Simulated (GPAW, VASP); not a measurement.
An input for GPAW (LDA (Perdew-Wang 92), GPAW PAW datasets LDA (gpaw-data 1.0.1)):

```
from ase import Atoms
from ase.units import GPa
from gpaw import GPAW, PW, FermiDirac

atoms = Atoms(['Ca', 'Cd', 'Cd', 'As', 'As'],
              cell=[[4.413880, 0.000000, 0.000000],
                    [-2.206940, 3.822532, 0.000000],
                    [0.000000, 0.000000, 7.206060]],
              scaled_positions=[[0.000000, 0.000000, 0.000000],
                                [0.333333, 0.666667, 0.633250],
                                [0.666667, 0.333333, 0.366750],
                                [0.333333, 0.666667, 0.237660],
                                [0.666667, 0.333333, 0.762340]],
              pbc=True)

calc = GPAW(mode=PW(600),
            xc='LDA',
            kpts={'size': (7, 7, 4), 'gamma': True},
            occupations=FermiDirac(0.05),
            nbands=-6,
            convergence={'bands': -4},
            symmetry={'symmorphic': False, 'tolerance': 0.0005},
            maxiter=100)

atoms.calc = calc

energy = atoms.get_potential_energy()
print('Energy (eV):', round(energy, 6))
forces = atoms.get_forces()
print('Forces (eV/Ang):')
print(forces.round(5))
stress = atoms.get_stress()
print('Stress (GPa, Voigt):', (stress / GPa).round(4))
```

Problem. Translate it to VASP.

Solution. One set of files that does it:

**INCAR**
```
SIGMA = 0.05
LASPH = T
ISIF = 2
LWAVE = F
LCHARG = F
EDIFF = 1E-6
LREAL = F   # projection in real space or not
PREC = Accurate
LMAXMIX = 4
ENCUT = 300   # plane-wave cut-off (eV)
NELM = 100   # most electronic steps
ISMEAR = -1
ALGO = Normal   # blocked Davidson
SYSTEM = Ca(CdAs)2
```

### POSCAR
```
Ca(CdAs)2
1
    4.4138800000     0.0000000000     0.0000000000
   -2.2069400000     3.8225320000     0.0000000000
    0.0000000000     0.0000000000     7.2060600000
Ca Cd As
1 2 2
Direct
  0.0000000000   0.0000000000   0.0000000000
  0.3333330000   0.6666670000   0.6332500000
  0.6666670000   0.3333330000   0.3667500000
  0.3333330000   0.6666670000   0.2376600000
  0.6666670000   0.3333330000   0.7623400000
```

### KPOINTS
```
Regular mesh
0
G
  7 7 4
0 0 0
```

POTCAR, in this order: Ca_sv Cd As (LDA.64 set). Program: vasp_std.

Both inputs were run and reached self-consistency, which says nothing on mesh or cut-off. Potentials, basis and cut-offs are each code's own, so they don't translate, and total energies aren't comparable.

VASP's LDA is the Perdew-Zunger fit; the other code's may be Perdew-Wang, which differs slightly.

The structure comes from a computed database's CaCd2As2 entry (P-3m1); how it stands against other phases isn't given here. The cell was not relaxed at this level, and it may have been scaled.
